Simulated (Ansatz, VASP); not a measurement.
# HfB2 in two plane-wave programs, part 2 of 2

Wanted: the spread between two codes on one cell, functional and k mesh. The cell is taken from a series of runs on this material, whose earlier steps may have relaxed, scaled, displaced or heated it; both programs get it as it stands.

VASP 6.6.1 and Ansatz 0.2.0.

So far: The starting structure; VASP: zone-centre phonons, PBEsol.

## 3. Ansatz: zone-centre phonons, PBEsol

Level of this step: Ansatz beside VASP: Kohn-Sham DFT, plane waves, PBEsol (Ansatz).

Ansatz runs on its PAW soft_1 files.

The same cell, functional, mesh and smearing now go to Ansatz, which takes its cutoff from its data sets.

File input.yaml:

```yaml
crystal:
  lattice:
    - [3.107843075, 0.0, 0.0]
    - [-1.5539215375, 2.6914710539, 0.0]
    - [0.0, 0.0, 3.4203731099]
  atoms:
    - { symbol: B, position: [0.3333333333, 0.6666666667, 0.5] }
    - { symbol: B, position: [0.6666666667, 0.3333333333, 0.5] }
    - { symbol: Hf, position: [0.0, 0.0, 0.0] }
kpoints:
  mp_grid: { grid: [15, 15, 12] }
hamiltonian:
  xc: pbesol
  pseudopotentials: { kind: paw, azcp: { folder: soft_1 }, xc_functional: pbe }
scf:
  occupations: { method: methfessel_paxton, width: 0.2 }
output:
  eigenvalues: true
phonons:
  method: dfpt
```

Command:

```bash
ansatz run input.yaml --threads 4 --pin off --max-ram 10240MiB --backend cpu --events-out ev --progress --plain --runs-dir out
```

Numbers of over 12 decimals in the logs are rounded to 6 here.

What it wrote:

```text
zone centre: on kpoints.mp_grid the ground state, and the responses unless they are solved on pairs of k-points, stand on 448 of the mesh's 2700 k-points, reduced under 4 symmetry operations, with k and −k counted as one. Each operation leaves every solved displacement unchanged or reverses it
Engine: ansatz 0.2.0, aarch64-unknown-linux-gnu
Pseudopotentials: kind: paw
Pseudopotential: B, paw, valence charge 3, recommended cutoff 420 eV (normal), soft_1/B.paw.azcp
Pseudopotential: Hf, paw, valence charge 26, recommended cutoff 420 eV (normal), soft_1/Hf.paw.azcp
Functional definition: PBEsol
  exchange = pbesol_x
  correlation = pbesol_c
Crystal: 3 atoms, lattice volume = 28.610 Å³
Basis set: ecut = 420 eV, 563 PW (Γ), exchange–correlation on 48×48×48 points (8 copies of the dense FFT grid, shifted against one another)
Bands: 20, of which v1, the nominal top of the filled ones, is band 16 counted from 1 (15 counted from 0)
Symmetry: 24 space group operations
k-points: 448 of 2700 (irreducible under 4 space group operations, time reversal used)
Non-local potential: B, projectors of the file, l = 0: 2, l = 1: 2, l = 2: 1
Non-local potential: Hf, projectors of the file, l = 0: 3, l = 1: 2, l = 2: 2, l = 3: 3
PAW form: soft (Blöchl's): semilocal exchange-correlation on the pseudo side does not see the compensation charge
PAW frozen core: B, regenerated for the run's functional, and the local potential with it (the file was generated under x = pbe(κ = 0.804, μ = 0.219515), c = pbe(β = 0.066725))
PAW frozen core: Hf, regenerated for the run's functional, and the local potential with it (the file was generated under x = pbe(κ = 0.804, μ = 0.219515), c = pbe(β = 0.066725))
PAW one-centre angular grid: B, 110 points (default); XC on 64 Gauss nodes
PAW one-centre angular grid: Hf, 590 points (default); XC on 64 Gauss nodes
Initial density: superposition of atomic densities (chi_scale 0.1, normalization cell, long waves kept (reshape's long-wave potential 0.00 eV rms))
Initial wavefunctions: pseudopotential atomic-orbital guess
Functional: x = pbesol(κ = 0.804, μ = 0.123457), c = pbesol(β = 0.046)
SCF iter   1: F=—  HF=-15907.987620 eV  |F-HF|=—  |Δ(HF+E_count)|=         —  Δρ=6.67e-2  dr2=1.96e0  ethr=3.10e-3  ⟨swp⟩=4.1  Hψ=34960  notcnv=0
preconditioner: auto → none  [insulator: Δε(μ)=0.175 eV  Ē_g=16.711 eV  σ=0.200 eV  W_gap=0.51  n_scr=8 (ndim 8)  ℏωp=38.0 eV  f_vac=0.000  D(μ)=0.24/eV (n_scr^D=0)  ε∞_Penn≈6.2]
SCF iter   2: F=—  HF=-15907.468685 eV  |F-HF|=—  |Δ(HF+E_count)|=   5.19e-1  S|Δr|=    0.00e0  Δρ=2.58e-2  dr2=2.68e-1  ethr=3.10e-3  ⟨swp⟩=2.7  Hψ=21137  notcnv=0
SCF iter   3: F=—  HF=-15907.371293 eV  |F-HF|=—  |Δ(HF+E_count)|=   9.74e-2  S|Δr|=    0.00e0  Δρ=1.09e-2  dr2=1.54e-2  ethr=8.38e-4  ⟨swp⟩=2.0  Hψ=19508  notcnv=0
SCF iter   4: F=—  HF=-15907.372675 eV  |F-HF|=—  |Δ(HF+E_count)|=   1.38e-3  S|Δr|=    0.00e0  Δρ=3.65e-3  dr2=1.39e-3  ethr=4.80e-5  ⟨swp⟩=2.7  Hψ=18930  notcnv=0
SCF iter   5: F=—  HF=-15907.373406 eV  |F-HF|=—  |Δ(HF+E_count)|=   7.31e-4  S|Δr|=    0.00e0  Δρ=4.22e-4  dr2=2.80e-5  ethr=4.34e-6  ⟨swp⟩=2.5  Hψ=16150  notcnv=0
SCF iter   6: F=—  HF=-15907.373412 eV  |F-HF|=—  |Δ(HF+E_count)|=   6.26e-6  S|Δr|=    0.00e0  Δρ=1.20e-4  dr2=1.50e-6  ethr=8.76e-8  ⟨swp⟩=2.0  Hψ=16141  notcnv=0
SCF iter   7: F=—  HF=-15907.373411 eV  |F-HF|=—  |Δ(HF+E_count)|=   8.83e-7  S|Δr|=    0.00e0  Δρ=2.08e-5  dr2=1.71e-7  ethr=4.69e-9  ⟨swp⟩=2.0  Hψ=12130  notcnv=0
SCF iter   8: F=—  HF=-15907.373411 eV  |F-HF|=—  |Δ(HF+E_count)|=   6.23e-8  S|Δr|=    0.00e0  Δρ=2.84e-6  dr2=2.02e-9  ethr=5.34e-10  ⟨swp⟩=2.3  Hψ=14151  notcnv=0
SCF iter   9: F=—  HF=-15907.373411 eV  |F-HF|=—  |Δ(HF+E_count)|=  5.93e-10  S|Δr|=    0.00e0  Δρ=1.76e-7  dr2=1.11e-11  ethr=6.30e-12  ⟨swp⟩=2.4  Hψ=15385  notcnv=0
SCF iter  10: F=-15907.373411 eV  HF=-15907.373411 eV  |F-HF|=1.82e-12  |Δ(HF+E_count)|=  1.82e-12  S|Δr|=    0.00e0  Δρ=1.40e-8  dr2=1.25e-14  ethr=1.00e-12  ⟨swp⟩=5.4  Hψ=40140  notcnv=0
SCF 1 converged in 10 iterations: F = -15907.373411 eV  dr2 = 1.25e-14
  greatest PAW one-centre occupation: 0.998 electrons in one spin orbital (limit 2), on the Hf atom at site 2 (counted from 0), in its partial waves of l = 0
DFPT response loops at Γ: preconditioner auto → Kerker (q_TF=auto, 2.780 Å⁻¹) (partly filled bands, converged f_vac=0.000); β = 1.00, the filter's whole step (`scf.mixing.beta` (0.50) is not read by the response loops under this deck's `scf.mixing.preconditioner`; to damp them name `kerker` or `kerker_dos`, under which they read `scf.mixing.beta`, and type it under 1.00, their step now; both keys bind the ground state too); Broyden in place of MSR1
SCF converged after 10 iterations
Stability not checked: this state was not tested for a lower state beside it, because cold or Methfessel-Paxton smearing, or corrected tetrahedra, fill the levels in a way that the test cannot read (fill_not_monotonic; see scf.lower_state_search)
Free energy (F): -15907.373411 eV
Harris-Foulkes:  -15907.373411 eV  (|F-HF|=1.82e-12)
Internal energy: -15907.373797 eV  (E = F + TS)
E sigma→0 (E₀):  -15907.373507 eV
Entropy (-TS):   0.000386 eV (0.129 meV/atom)
Fermi energy:    19.822352 eV
--- Per-component energies (eV) ---
  E_band       = 109.036921
  E_kinetic    = 514.925921
  E_local      = -6420.000434  (includes V_loc(G=0)·N_el)
  E_nonlocal   = 82.200071
  E_hartree    = 3169.470966
  E_xc         = -333.593519
  E_vxc        = -336.733162  (∫ρ·V_xc dr)
  E_paw        = -7727.916889  (= ΣΔE_a)
  E_vpaw       = -70.297519  (= ΣTr[D̂ρ^β])
  E_aug_tail   = 0.000117  (compensation charges beyond the density's cutoff)
  E_ewald      = -5193.740508
  E_core_change = 1.280478  (= ΣΔE_core)
  E_smearing   = 0.000386  (= −TS)
  E_closure    = 0.000000  (closes the sum)
  Σ components = -15907.373411   (vs F -15907.373411, Δ=0.00e0)
--- Band table (eV; the first three rows and the last of 448) ---
  k-point 0: bands = [... 12 lower, 16.6846, 16.7655, 16.7655, 17.1775, 23.9467, 23.9467, 24.6984, 24.6984]
  k-point 1: bands = [... 12 lower, 15.8367, 16.8412, 16.8412, 17.9869, 23.0588, 23.0588, 24.4405, 24.4405]
  k-point 2: bands = [... 12 lower, 14.7472, 17.0648, 17.0648, 18.9882, 22.0066, 22.0066, 23.7663, 23.7663]
  k-point 447: bands = [... 12 lower, 12.4373, 14.6244, 15.2858, 16.8107, 24.0376, 25.1579, 25.4124, 26.6231]
--- Phonons (Γ-DFPT): 4 representative perturbations + reference, on 448 of 2700 k-points (Σ response iterations 12) ---
  k mesh reduced under 4 symmetry operations, with k and −k counted as one. Each operation leaves every solved displacement unchanged or reverses it
  ASR residual: 5.278e-6 → 0.000e0 eV/Å²; symmetrization residual: 9.596e-7 eV/Å²
  ASR residual per site (eV/Å²): 5.28e-6 5.28e-6 4.53e-6
  Γ frequencies (cm⁻¹): 0.00 0.00 0.00 463.28 463.28 495.01 573.15 842.80 842.80
  non-analytic LO–TO correction: not included (Born effective charges unavailable; polar crystals: no LO–TO splitting at Γ)
```

## 4. Comparison

Known differences besides the potentials themselves: the data sets hold 32 valence electrons in Ansatz (on its PAW soft_1 files) and 16 in VASP; the cutoff is 420 eV in Ansatz and 500 eV in VASP; Ansatz makes its cores anew for this functional, VASP keeps those of its PBE data sets. Total energies have different zeros and are not compared.

Compared:

| quantity | Ansatz | VASP | difference |
| --- | --- | --- | --- |
| optical mode 1 to 2 (cm⁻¹) | 463.3 | 464.8 | -0.34 % |
| optical mode 3 (cm⁻¹) | 495.0 | 496.4 | -0.29 % |
| optical mode 4 (cm⁻¹) | 573.1 | 574.3 | -0.21 % |
| optical mode 5 to 6 (cm⁻¹) | 842.8 | 847.4 | -0.55 % |

Modes are paired by rising frequency, not by their patterns, so a pair may set unlike modes beside each other; they are those without the splitting of longitudinal modes.

## 5. Summary of results

- r.m.s. difference of the optical zone-centre modes, each program's sorted by frequency (zone-centre phonons, PBEsol): 2.9 cm⁻¹
- difference in optical mode 5 to 6 (zone-centre phonons, PBEsol): -0.5 %

**Reading.** The r.m.s. difference of the optical zone-centre modes, each program's sorted by frequency is 2.9 cm⁻¹ (zone-centre phonons, PBEsol). The data sets hold unlike numbers of valence electrons (32 in Ansatz and 16 in VASP), so part of the differences comes from the potentials. Among the rows given in per cent, the largest difference of the zone-centre phonons, PBEsol pair is in optical mode 5 to 6, -0.5 %. How closely two codes agree says nothing of how well the functional describes the real material.

[Lines on the potential files, build, host, timing and source positions are cut from VASP's logs without a mark.]

[Logs are printed without paths, hosts, clocks, repeated set-up lines and the standing remarks that a program may print on its own settings, such as how far it seeks lower states.]

[Hosts, paths, dates, database ids (printed as entryN), source tags and the programs' standing remarks are cut or masked in the printed files.]
